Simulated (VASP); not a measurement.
Data:

```yaml
crystal:
  lattice:
    - [0.00000, 2.00519, 2.00519]
    - [2.00519, 0.00000, 2.00519]
    - [2.00519, 2.00519, 0.00000]
  atoms:
    - { symbol: Pt, position: [0.00000, 0.00000, 0.00000] }
```

Calculation: r2SCAN+rVV10, VASP's PBE PAW potentials (set 64) (plane waves; VASP). Numerical set-up: 520 eV cut-off, 16×16×16 Γ-centred mesh, first-order Methfessel-Paxton smearing of 0.10 eV, potentials Pt.

Task: Give the stress tensor in GPa (positive for a compressed cell).

Result: 
```
-14.06    0.00    0.00
  0.00  -14.06    0.00
  0.00    0.00  -14.06
```
The pressure is its mean diagonal, -14.06 GPa.

The compound is Pt in the fcc structure. This cell is one point of a volume scan, at 1.06 of the reference volume.
